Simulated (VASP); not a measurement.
TaAlO3, 10 atoms in the cell. It takes space group R32 (No. 155, trigonal). The conventional cell has a = 5.256 Å, b = 5.256 Å, c = 12.875 Å, α = 90.00°, β = 90.00°, γ = 120.00°. Around Ta (site symmetry 3) lie 6 O at 2.10 to 2.24 Å. Around Al (site symmetry 3) lie 6 O at 1.89 to 1.98 Å. O (site symmetry 2) is surrounded by 2 Al at 1.98 Å and 2 Ta at 2.10 Å. O (site symmetry 2) has 2 Al at 1.89 Å as nearest neighbours. The cell was built by a generator and needn't be a form met in nature.

- Program: VASP 6.6.1
- Task: single point
- Functional: r2SCAN
- Potentials or basis: VASP PAW PBE potentials, release 64 (Ta_pv, Al, O)
- Cutoff: 520 eV
- k mesh: 8 × 8 × 8
- Occupations: gaussian, width 0.1 eV
- Spin: no spin polarisation
- Further INCAR settings: ALGO = Normal; EDIFF = 1e-06; NBANDS = 43

Potentials or basis: VASP PAW PBE potentials, release 64 (Ta_pv, Al, O).

The run is started by

```sh
$ cat potpaw_PBE.64/Ta_pv/POTCAR potpaw_PBE.64/Al/POTCAR potpaw_PBE.64/O/POTCAR > POTCAR
$ mpirun -np 4 vasp_std > vasp.out
```

Hardware: 4 MPI ranks on AMD EPYC 9R45 96-Core Processor (Zen 5) (shared host).

Q: How long does it take, and how much memory?

A: Wall time 4.7 min on 4 MPI ranks on AMD EPYC 9R45 96-Core Processor (Zen 5), with other jobs on the host, peak memory 0.4 GiB a rank. Counts: scf iterations 22, k points 65.
